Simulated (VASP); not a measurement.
A convergence study with VASP on W (bcc): a few settings are varied, all else stays as given below, so the limit is that of these other settings. The cell's lengths are 1 % over those of the tabulated start, so it is off equilibrium.

```xyz
1
Lattice="-1.5958 1.5958 1.5958 1.5958 -1.5958 1.5958 1.5958 1.5958 -1.5958" Properties=species:S:1:pos:R:3 pbc="T T T"
W      0.0000     0.0000     0.0000
```

Level of theory: LDA (Ceperley-Alder, Perdew-Zunger), VASP's LDA PAW potentials (set 64) (plane waves; VASP 6.6.1). The last row used: 900 eV cut-off, 14×14×14 Γ-centred mesh, first-order Methfessel-Paxton smearing of 0.10 eV, potentials W.

Energies of different potentials or hybrids have different zeros.

```csv
setting,E (eV/atom),pressure (GPa),plane waves
"ENCUT = 300, POTCAR W_sv",-14.0605,-14.95,202
"ENCUT = 400, POTCAR W_sv",-14.0599,-14.15,321
"ENCUT = 520, POTCAR W_sv",-14.0598,-14.14,466
"ENCUT = 700, POTCAR W_sv",-14.0599,-14.08,700
"ENCUT = 900, POTCAR W_sv",-14.0599,-14.08,1012
"ENCUT = 300, POTCAR W",-14.1371,-18.50,202
"ENCUT = 400, POTCAR W",-14.1406,-17.79,321
"ENCUT = 520, POTCAR W",-14.1411,-17.80,466
"ENCUT = 700, POTCAR W",-14.1416,-17.73,700
"ENCUT = 900, POTCAR W",-14.1413,-17.73,1012
```

Left out are rungs that failed or repeat a setting and relaxations that didn't move; long series are thinned to 24 rows.

The compound is W in the bcc structure. The cell was not relaxed at this level.
